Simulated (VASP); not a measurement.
**GaAs (relaxed from the WC structure, space group P-6m2): computed properties**

Level of theory: r2SCAN meta-GGA, VASP's PBE PAW potentials (set 64) (plane waves; VASP 6.6.1).

| Property | Value |
|---|---|
| space group | P-6m2 (187) |
| cell | a = 3.7420 Å, b = 3.7420 Å, c = 3.2581 Å, α = 90.00°, β = 90.00°, γ = 120.00° |
| volume per atom | 19.75 Å³/atom |
| band gap (over mesh and band path) | none (metal, semimetal or under 0.01 eV) |
| density | 6.08 g/cm³ |

```
GaAs
1.0
    3.74198     0.00000     0.00000
   -1.87099     3.24065     0.00000
    0.00000     0.00000     3.25811
Ga As
1 1
Direct
  0.00000   0.00000   0.00000
  0.66667   0.33333   0.50000
```

The structure was generated: GaAs was put into the WC type (P-6m2), which need not be its known phase. It was relaxed first, which changed the volume by +14 %. Symmetry was kept, so distortions that lower it aren't found.
